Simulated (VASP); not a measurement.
Runs of VASP 6.6.1 on HPbNO4. The typed cell holds 7 atoms: a = 4.204 Å, b = 4.339 Å, c = 6.729 Å, α = 71.95°, β = 72.29°, γ = 62.23°. The cell was built by a generator and needn't be a form met in nature.

| task | level | cell | k mesh | cutoff (eV) | smearing | grid for exact exchange (PRECFOCK) | exchange at q = 0 | k mesh for the DOS | occupations for the DOS | mesh quality | gap on the mesh (eV) | pressure (GPa) | relaxed volume (Å³/atom) | largest force (eV/Å) |
| --- | --- | --- | --- | --- | --- | --- | --- | --- | --- | --- | --- | --- | --- | --- |
| relaxation of cell and atoms | PBE+D4 | relaxed | 7 × 7 × 5 | 600 | fermi-dirac 0.05 eV | - | - | - | - | not flagged | 2.65 | 0.0 | 13.90 | 0.02 |
| atomic charges | PBE+TS | as given | 7 × 7 × 5 | 520 | fermi-dirac 0.05 eV | - | - | - | - | not flagged | 2.79 | -0.3 | - | 0.40 |
| relaxation of cell and atoms | PBE+rVV10 | relaxed | 7 × 7 × 5 | 600 | fermi-dirac 0.05 eV | - | - | - | - | not flagged | (b) | 0.0 | (c) | 0.02 |
| density of states | PBE0 | as given | 4 × 4 × 3 | 520 | tetrahedron | Fast | default | - | - | coarse | 5.04 | (d) | - | (a) |
| dielectric tensor | PBE | as given | 7 × 7 × 5 | 520 | gaussian 0.02 eV | - | - | - | - | not flagged | 2.79 | - | - | - |
| relaxation of cell and atoms | vdW-DF-cx | relaxed | 7 × 7 × 5 | 600 | fermi-dirac 0.05 eV | - | - | - | - | not flagged | 2.57 | -0.1 | 13.59 | 0.01 |
| relaxation of cell and atoms | rev-vdW-DF2 | relaxed | 7 × 7 × 5 | 600 | fermi-dirac 0.05 eV | - | - | - | - | not flagged | 2.57 | 0.0 | 13.71 | 0.02 |

Alike in all rows: potentials or basis VASP PAW PBE potentials, release 64 (H, Pb_d, N, O); no spin polarisation.

**Question.** Estimate the missing entries.

**Answer.** (a) 1.06; (b) 2.62; (c) 13.87; (d) -3.4.

Caveats: some runs use coarse meshes; the standard files for N, O and F lose accuracy on very short bonds; spin-orbit coupling is left out, which as a rule narrows the gap of such compounds by several tenths of an eV; an odd mesh through Γ misses points on the zone boundary, where band edges often lie; the PAW data sets were made with another functional, which shifts forces and pressure a little (some runs).

A k mesh can miss the band edges, and the runs leave out spin-orbit coupling on Pb.

Not every run made on this cell is shown here.
